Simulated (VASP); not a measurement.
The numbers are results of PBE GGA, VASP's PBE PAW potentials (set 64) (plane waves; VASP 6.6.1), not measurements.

A VASP calculation is set up with these files.

### POSCAR
```
Zn31Se33
1.0
 11.4825331932   0.0000000000   0.0000000000
  0.0000000000  11.4825331932   0.0000000000
  0.0000000000   0.0000000000  11.4825331932
Zn Se
31 33
Cartesian
  5.7412665966   0.0000000000   0.0000000000
  8.6118998949   2.8706332983   0.0000000000
  8.6118998949   0.0000000000   2.8706332983
  0.0000000000   0.0000000000   0.0000000000
  2.8706332983   2.8706332983   0.0000000000
  5.7412665966   5.7412665966   0.0000000000
  8.6118998949   8.6118998949   0.0000000000
  2.8706332983   0.0000000000   2.8706332983
  5.7412665966   2.8706332983   2.8706332983
  8.6118998949   5.7412665966   2.8706332983
  5.7412665966   0.0000000000   5.7412665966
  8.6118998949   2.8706332983   5.7412665966
  8.6118998949   0.0000000000   8.6118998949
  0.0000000000   5.7412665966   0.0000000000
  2.8706332983   8.6118998949   0.0000000000
  0.0000000000   2.8706332983   2.8706332983
  2.8706332983   5.7412665966   2.8706332983
  5.7412665966   8.6118998949   2.8706332983
  0.0000000000   0.0000000000   5.7412665966
  2.8706332983   2.8706332983   5.7412665966
  8.6118998949   8.6118998949   5.7412665966
  2.8706332983   0.0000000000   8.6118998949
  5.7412665966   2.8706332983   8.6118998949
  8.6118998949   5.7412665966   8.6118998949
  0.0000000000   8.6118998949   2.8706332983
  0.0000000000   5.7412665966   5.7412665966
  2.8706332983   8.6118998949   5.7412665966
  0.0000000000   2.8706332983   8.6118998949
  2.8706332983   5.7412665966   8.6118998949
  5.7412665966   8.6118998949   8.6118998949
  0.0000000000   8.6118998949   8.6118998949
  7.1765832457   1.4353166492   1.4353166492
 10.0472165441   4.3059499475   1.4353166492
 10.0472165441   1.4353166492   4.3059499475
  1.4353166492   1.4353166492   1.4353166492
  4.3059499475   4.3059499475   1.4353166492
  7.1765832457   7.1765832457   1.4353166492
 10.0472165441  10.0472165441   1.4353166492
  4.3059499475   1.4353166492   4.3059499475
  7.1813025669   4.3532694667   4.3461847438
 10.0472165441   7.1765832457   4.3059499475
  7.1765832457   1.4353166492   7.1765832457
 10.0472165441   4.3059499475   7.1765832457
 10.0472165441   1.4353166492  10.0472165441
  1.4353166492   7.1765832457   1.4353166492
  4.3059499475  10.0472165441   1.4353166492
  1.4353166492   4.3059499475   4.3059499475
  4.3166631509   7.1959083491   4.3100377293
  7.1765832457  10.0472165441   4.3059499475
  1.4353166492   1.4353166492   7.1765832457
  4.3182362580   4.3533728095   7.1933477442
  5.7358812885   5.7133640409   5.7803186920
  7.1524928911   7.1351198184   7.1941859691
 10.0472165441  10.0472165441   7.1765832457
  4.3059499475   1.4353166492  10.0472165441
  7.1765832457   4.3059499475  10.0472165441
 10.0472165441   7.1765832457  10.0472165441
  1.4353166492  10.0472165441   4.3059499475
  1.4353166492   7.1765832457   7.1765832457
  4.3059499475  10.0472165441   7.1765832457
  1.4353166492   4.3059499475  10.0472165441
  4.3059499475   7.1765832457  10.0472165441
  7.1765832457  10.0472165441  10.0472165441
  1.4353166492  10.0472165441  10.0472165441
```

INCAR:
```
# general
SYSTEM =Zn31Se33
PREC   =Normal
ENCUT  =400
LREAL  =Auto
LASPH  =.TRUE.
ISYM   =0

# electronic loop
EDIFF  =1E-5
NELM   =100
NELMIN =4
ALGO   =Fast
LMAXMIX=4

# smearing
ISMEAR =0
SIGMA  =0.05

# functional
GGA    =PE

# ions
IBRION =2
NSW    =60
ISIF   =2
EDIFFG =-0.03

# output
LWAVE  =.FALSE.
LCHARG =.FALSE.
```

### KPOINTS
```
Regular mesh
0
Gamma
 1 1 1
0 0 0
```

POTCAR, in this order: Zn Se (PBE.64 set). Program: vasp_gam.

What VASP printed:

**OSZICAR**
```
...
RMM:   6    -0.190428932594E+03   -0.12673E-04   -0.45452E-04   699   0.345E-02    0.509E-02
RMM:   7    -0.190428902404E+03    0.30191E-04   -0.24443E-04   589   0.210E-02    0.157E-02
RMM:   8    -0.190428904143E+03   -0.17390E-05   -0.30889E-05   457   0.958E-03
  11 F= -.19042890E+03 E0= -.19042890E+03  d E =-.836169E-01
       N       E                     dE             d eps       ncg     rms          rms(c)
DAV:   1    -0.190449311584E+03   -0.20409E-01   -0.78751E+00   712   0.398E+00    0.711E-01
RMM:   2    -0.190467523162E+03   -0.18212E-01   -0.21255E-01   684   0.525E-01    0.202E-01
RMM:   3    -0.190470387492E+03   -0.28643E-02   -0.29359E-02   689   0.194E-01    0.257E-01
RMM:   4    -0.190470331590E+03    0.55902E-04   -0.28343E-03   699   0.882E-02    0.154E-01
RMM:   5    -0.190470266043E+03    0.65547E-04   -0.13934E-03   693   0.515E-02    0.490E-02
RMM:   6    -0.190470268558E+03   -0.25149E-05   -0.14788E-04   575   0.187E-02    0.462E-02
RMM:   7    -0.190470243364E+03    0.25194E-04   -0.22728E-04   538   0.152E-02    0.165E-02
RMM:   8    -0.190470240305E+03    0.30591E-05   -0.15728E-05   421   0.647E-03
  12 F= -.19047024E+03 E0= -.19047024E+03  d E =-.413362E-01
       N       E                     dE             d eps       ncg     rms          rms(c)
DAV:   1    -0.190290777524E+03    0.17947E+00   -0.69395E+01   692   0.119E+01    0.409E+00
RMM:   2    -0.190480999303E+03   -0.19022E+00   -0.22423E+00   684   0.166E+00    0.762E-01
RMM:   3    -0.190512418877E+03   -0.31420E-01   -0.31337E-01   689   0.613E-01    0.139E+00
RMM:   4    -0.190511956576E+03    0.46230E-03   -0.28873E-02   704   0.280E-01    0.905E-01
RMM:   5    -0.190511138487E+03    0.81809E-03   -0.19868E-02   698   0.170E-01    0.247E-01
RMM:   6    -0.190510880177E+03    0.25831E-03   -0.14281E-03   691   0.602E-02    0.243E-01
RMM:   7    -0.190510494527E+03    0.38565E-03   -0.31913E-03   702   0.469E-02    0.450E-02
RMM:   8    -0.190510451278E+03    0.43248E-04   -0.18317E-04   535   0.209E-02    0.250E-02
RMM:   9    -0.190510441484E+03    0.97946E-05   -0.61968E-05   465   0.749E-03
  13 F= -.19051044E+03 E0= -.19051044E+03  d E =-.815373E-01
       N       E                     dE             d eps       ncg     rms          rms(c)
DAV:   1    -0.190501944534E+03    0.85067E-02   -0.48713E+00   704   0.311E+00    0.579E-01
RMM:   2    -0.190512600265E+03   -0.10656E-01   -0.12570E-01   684   0.400E-01    0.166E-01
RMM:   3    -0.190514249822E+03   -0.16496E-02   -0.16937E-02   689   0.147E-01    0.199E-01
RMM:   4    -0.190514228835E+03    0.20987E-04   -0.18494E-03   693   0.668E-02    0.101E-01
RMM:   5    -0.190514209425E+03    0.19409E-04   -0.59209E-04   685   0.374E-02    0.272E-02
RMM:   6    -0.190514215458E+03   -0.60324E-05   -0.88300E-05   525   0.140E-02
  14 F= -.19051422E+03 E0= -.19051422E+03  d E =-.853113E-01
       N       E                     dE             d eps       ncg     rms          rms(c)
DAV:   1    -0.190531111514E+03   -0.16902E-01   -0.11837E+01   712   0.532E+00    0.601E-01
RMM:   2    -0.190541130641E+03   -0.10019E-01   -0.12120E-01   684   0.575E-01    0.199E-01
RMM:   3    -0.190542571329E+03   -0.14407E-02   -0.16739E-02   689   0.219E-01    0.169E-01
RMM:   4    -0.190542612785E+03   -0.41456E-04   -0.23159E-03   697   0.101E-01    0.124E-01
RMM:   5    -0.190542560289E+03    0.52496E-04   -0.77617E-04   685   0.510E-02    0.311E-02
RMM:   6    -0.190542568894E+03   -0.86057E-05   -0.12569E-04   631   0.195E-02    0.247E-02
RMM:   7    -0.190542559270E+03    0.96239E-05   -0.73335E-05   497   0.120E-02
  15 F= -.19054256E+03 E0= -.19054256E+03  d E =-.283438E-01
       N       E                     dE             d eps       ncg     rms          rms(c)
DAV:   1    -0.190540179553E+03    0.23893E-02   -0.12237E+01   720   0.546E+00    0.609E-01
RMM:   2    -0.190550692518E+03   -0.10513E-01   -0.12608E-01   684   0.590E-01    0.206E-01
RMM:   3    -0.190552189772E+03   -0.14973E-02   -0.17291E-02   688   0.225E-01    0.172E-01
RMM:   4    -0.190552232714E+03   -0.42942E-04   -0.24842E-03   701   0.103E-01    0.131E-01
RMM:   5    -0.190552175087E+03    0.57628E-04   -0.80134E-04   684   0.526E-02    0.327E-02
RMM:   6    -0.190552184809E+03   -0.97226E-05   -0.13385E-04   649   0.199E-02    0.263E-02
RMM:   7    -0.190552174996E+03    0.98136E-05   -0.82527E-05   510   0.128E-02
  16 F= -.19055217E+03 E0= -.19055217E+03  d E =-.379595E-01
       N       E                     dE             d eps       ncg     rms          rms(c)
DAV:   1    -0.190556553330E+03   -0.43685E-02   -0.42509E+00   696   0.362E+00    0.433E-01
RMM:   2    -0.190561547185E+03   -0.49939E-02   -0.56578E-02   684   0.400E-01    0.134E-01
RMM:   3    -0.190562188542E+03   -0.64136E-03   -0.72907E-03   686   0.154E-01    0.117E-01
RMM:   4    -0.190562217652E+03   -0.29110E-04   -0.10821E-03   695   0.698E-02    0.862E-02
RMM:   5    -0.190562194488E+03    0.23165E-04   -0.31185E-04   684   0.354E-02    0.219E-02
RMM:   6    -0.190562201183E+03   -0.66953E-05   -0.61620E-05   525   0.135E-02
  17 F= -.19056220E+03 E0= -.19056220E+03  d E =-.100262E-01
       N       E                     dE             d eps       ncg     rms          rms(c)
DAV:   1    -0.190558211938E+03    0.39825E-02   -0.53578E+00   704   0.406E+00    0.488E-01
RMM:   2    -0.190564606535E+03   -0.63946E-02   -0.72441E-02   684   0.455E-01    0.152E-01
RMM:   3    -0.190565427521E+03   -0.82099E-03   -0.93321E-03   686   0.175E-01    0.134E-01
RMM:   4    -0.190565467792E+03   -0.40271E-04   -0.14021E-03   695   0.803E-02    0.999E-02
RMM:   5    -0.190565436962E+03    0.30830E-04   -0.40860E-04   684   0.404E-02    0.248E-02
RMM:   6    -0.190565445581E+03   -0.86189E-05   -0.79915E-05   559   0.154E-02
  18 F= -.19056545E+03 E0= -.19056545E+03  d E =-.132706E-01
       N       E                     dE             d eps       ncg     rms          rms(c)
DAV:   1    -0.190564603813E+03    0.83315E-03   -0.45111E+00   704   0.373E+00    0.424E-01
RMM:   2    -0.190569705451E+03   -0.51016E-02   -0.58755E-02   684   0.396E-01    0.122E-01
RMM:   3    -0.190570390804E+03   -0.68535E-03   -0.75115E-03   686   0.153E-01    0.115E-01
RMM:   4    -0.190570429518E+03   -0.38715E-04   -0.11254E-03   702   0.663E-02    0.845E-02
RMM:   5    -0.190570409133E+03    0.20385E-04   -0.30874E-04   684   0.344E-02    0.178E-02
RMM:   6    -0.190570414463E+03   -0.53295E-05   -0.52957E-05   513   0.133E-02
  19 F= -.19057041E+03 E0= -.19057041E+03  d E =-.496888E-02
       N       E                     dE             d eps       ncg     rms          rms(c)
DAV:   1    -0.190569966191E+03    0.44294E-03   -0.59260E-01   744   0.135E+00    0.154E-01
RMM:   2    -0.190570665090E+03   -0.69890E-03   -0.79709E-03   684   0.146E-01    0.456E-02
RMM:   3    -0.190570757428E+03   -0.92339E-04   -0.10101E-03   686   0.563E-02    0.440E-02
RMM:   4    -0.190570762368E+03   -0.49394E-05   -0.15320E-04   692   0.250E-02    0.323E-02
RMM:   5    -0.190570759078E+03    0.32893E-05   -0.43215E-05   515   0.130E-02
  20 F= -.19057076E+03 E0= -.19057076E+03  d E =-.531350E-02
       N       E                     dE             d eps       ncg     rms          rms(c)
DAV:   1    -0.190571339916E+03   -0.57755E-03   -0.15444E+00   704   0.219E+00    0.279E-01
RMM:   2    -0.190573333140E+03   -0.19932E-02   -0.23006E-02   684   0.263E-01    0.843E-02
RMM:   3    -0.190573573671E+03   -0.24053E-03   -0.28952E-03   686   0.100E-01    0.730E-02
RMM:   4    -0.190573585876E+03   -0.12205E-04   -0.43543E-04   694   0.454E-02    0.535E-02
RMM:   5    -0.190573578464E+03    0.74127E-05   -0.12365E-04   681   0.230E-02    0.143E-02
RMM:   6    -0.190573581419E+03   -0.29556E-05   -0.26393E-05   452   0.873E-03
  21 F= -.19057358E+03 E0= -.19057358E+03  d E =-.282234E-02
```

**OUTCAR**
```
------------------------ aborting loop because EDIFF is reached ----------------------------------------
  FORCE on cell =-STRESS in cart. coord.  units (eV):
  Direction    XX          YY          ZZ          XY          YZ          ZX
  --------------------------------------------------------------------------------------
  Total        5.2011816      5.1814319      5.2545247     -1.5393025     -1.5992850      1.5153559
  in kB        5.5042667      5.4833662      5.5607183     -1.6290012     -1.6924791      1.6036592
  external PRESSURE =       5.5161170 kB  Pullay stress =       0.0000000 kB
  volume of cell :     1513.96
      direct lattice vectors                 reciprocal lattice vectors
    11.482533193  0.000000000  0.000000000     0.087088797  0.000000000  0.000000000
     0.000000000 11.482533193  0.000000000     0.000000000  0.087088797  0.000000000
     0.000000000  0.000000000 11.482533193     0.000000000  0.000000000  0.087088797
  FREE ENERGIE OF THE ION-ELECTRON SYSTEM (eV)
  ---------------------------------------------------
  free  energy   TOTEN  =      -190.5735814192 eV

  energy  without entropy=     -190.5735814192  energy(sigma->0) =     -190.57358142

 reached required accuracy - stopping structural energy minimisation
```
(Selected blocks of OUTCAR.)

CONTCAR:
```
Zn31Se33
   1.00000000000000
    11.4825331932000001    0.0000000000000000    0.0000000000000000
     0.0000000000000000   11.4825331932000001    0.0000000000000000
     0.0000000000000000    0.0000000000000000   11.4825331932000001
  Zn              Se
    31    33
Direct
     0.5003390025107858    0.0000341634447566    0.0001864870354093
     0.7498663477248434    0.2502408193772267    0.9997387650685253
     0.7495362079027663    0.0000144598372296    0.2498747116839327
     0.9999472427435772    0.0002087743876986    0.9999623736427423
     0.2497908938188229    0.2506488719245487    0.0001623558685543
     0.5004412612003415    0.4996664283177377    0.0007839827943437
     0.7495056896221475    0.7504244571221322    0.9999469604401203
     0.2490489646327177    0.0002427711737331    0.2491246872279912
     0.4929674910823430    0.2485946630135439    0.2435307135835472
     0.7515534451594299    0.5073697975033378    0.2433127516939639
     0.5004070069546652    0.9993668927201176    0.5004710967803165
     0.7539441345194346    0.2461180541063238    0.5010752311036122
     0.7497685805023745    0.0004931261304595    0.7497445711271516
     0.9999782628310436    0.4998027208317581    0.0003710503739616
     0.2488951130341393    0.7511604166762610    0.0001692335703095
     0.0001603626508380    0.2507673258187333    0.2501238978884479
     0.2508608062619470    0.5108743165259306    0.2508013406840269
     0.4891354647706199    0.7495726156575182    0.2506308191750530
     0.9997646535520756    0.9999432842526098    0.5002401672572953
     0.2434030041934454    0.2486056045304626    0.4933000301661480
     0.7511370657686173    0.7563055260562767    0.4930884021782708
     0.2497704579469753    0.0000129389310051    0.7494218112165603
     0.5011213341298845    0.2454633316405878    0.7547348924164322
     0.7545226558913393    0.4989636778654247    0.7545720369457933
     0.9999917582292510    0.7510736275994413    0.2490671233860154
     0.0008139499339134    0.4996900901462355    0.5005429008550605
     0.2507895739356664    0.7493349319137939    0.4890790108332563
     0.9994856321291370    0.2502188816582144    0.7498518315030583
     0.2428893950430270    0.5074853253075069    0.7522478154989898
     0.4925539805043947    0.7569380409522221    0.7517673523873084
     0.9999738454473661    0.7502079403088042    0.7492986287893435
     0.6248904731460214    0.1255256260398997    0.1246492347867797
     0.8744866136772772    0.3751538133335247    0.1247383606687671
     0.8764584120034254    0.1236968535436973    0.3744668831156081
     0.1244934212302042    0.1259319681492954    0.1245973282228516
     0.3715673050883590    0.3782678432430977    0.1244544119826512
     0.6217989068338315    0.6287716523626097    0.1242623959666475
     0.8742261889256335    0.8756065119543591    0.1245146616477418
     0.3746533539823494    0.1251899112585855    0.3747396223407198
     0.6367143200109605    0.3636087688276389    0.3627882433849545
     0.8749894590185550    0.6254561129592044    0.3746803554695352
     0.6248116435436633    0.1251262297990298    0.6248885721144877
     0.8749653008635051    0.3752678000432991    0.6248556388771002
     0.8747678722598071    0.1252303121495717    0.8748791487403031
     0.1226622694930806    0.6267224073472871    0.1227550132957521
     0.3731904433969144    0.8776762230773147    0.1226176064663570
     0.1246013086034143    0.3784529291505674    0.3717588908650647
     0.3747255395165866    0.6255887312679670    0.3745614030523483
     0.6218066760238140    0.8756656385747970    0.3716105147740718
     0.1244629799704183    0.1254996519054803    0.6249514854390951
     0.3626016604115559    0.3631365987329006    0.6377506341669026
     0.5411770839626773    0.4582814985083364    0.5420096502586311
     0.6365847046184023    0.6368975079162411    0.6373480251899521
     0.8742872421019501    0.8753711239627487    0.6248320992976806
     0.3742300275524553    0.1233538443704851    0.8768160432638764
     0.6248519102329257    0.3752111378715819    0.8750960791555551
     0.8766806236037454    0.6257444880596623    0.8767199419160646
     0.1225753939812525    0.8775308941849297    0.3733307867854895
     0.1245051037296627    0.6286151791776575    0.6218606510008179
     0.3714586095768818    0.8757227034074542    0.6217883862037064
     0.1244403722266103    0.3751343680765103    0.8746785324563597
     0.3745803634243045    0.6255417240591814    0.8752586808870659
     0.6248124264832715    0.8754918260117597    0.8745587999113740
     0.1244254058785565    0.8755772449416980    0.8742128851201391
```

OUTCAR:
```
 val. band max:        1.6117069396   @ k =   0.0000   0.0000   0.0000

 cond. band min:       2.6194344723   @ k =   0.0000   0.0000   0.0000


 Fermi energy:         1.8715208510

 k-point     1 :       0.0000    0.0000    0.0000
  band No.  band energies     occupation
      1     -12.5155      2.00000
      2     -11.5845      2.00000
      3     -11.3492      2.00000
      4     -11.3470      2.00000
      5     -11.2163      2.00000
      6     -11.2148      2.00000
      7     -11.1819      2.00000
      8     -11.0898      2.00000
      9     -11.0889      2.00000
     10     -11.0862      2.00000
     11     -10.9576      2.00000
     12     -10.9569      2.00000
     13     -10.9563      2.00000
     14     -10.9561      2.00000
     15     -10.9550      2.00000
     16     -10.9492      2.00000
     17     -10.9453      2.00000
     18     -10.9439      2.00000
     19     -10.9325      2.00000
     20     -10.9123      2.00000
     21     -10.9114      2.00000
     22     -10.9077      2.00000
     23     -10.8238      2.00000
     24     -10.7448      2.00000
     25     -10.7428      2.00000
     26     -10.6860      2.00000
     27     -10.6857      2.00000
     28     -10.6805      2.00000
     29     -10.6782      2.00000
     30     -10.6557      2.00000
     31     -10.6550      2.00000
     32     -10.2333      2.00000
     33      -9.6303      2.00000
     34      -5.1045      2.00000
     35      -5.1036      2.00000
     36      -5.1021      2.00000
     37      -5.1015      2.00000
     38      -5.0991      2.00000
     39      -5.0819      2.00000
     40      -5.0817      2.00000
     41      -5.0806      2.00000
     42      -5.0703      2.00000
     43      -5.0687      2.00000
     44      -5.0543      2.00000
     45      -5.0540      2.00000
     46      -5.0446      2.00000
     47      -5.0399      2.00000
     48      -5.0392      2.00000
     49      -5.0329      2.00000
     50      -5.0305      2.00000
     51      -5.0298      2.00000
...
```

The supercell is sampled at Γ alone, which is coarse: total energies, pressure and levels can be off, energies of defects by several tenths of an eV.

The cell is a supercell with a defect, built from ZnSe (zinc blende): Se_Zn. The run is not spin-polarised, so no state with unpaired spins was tried.
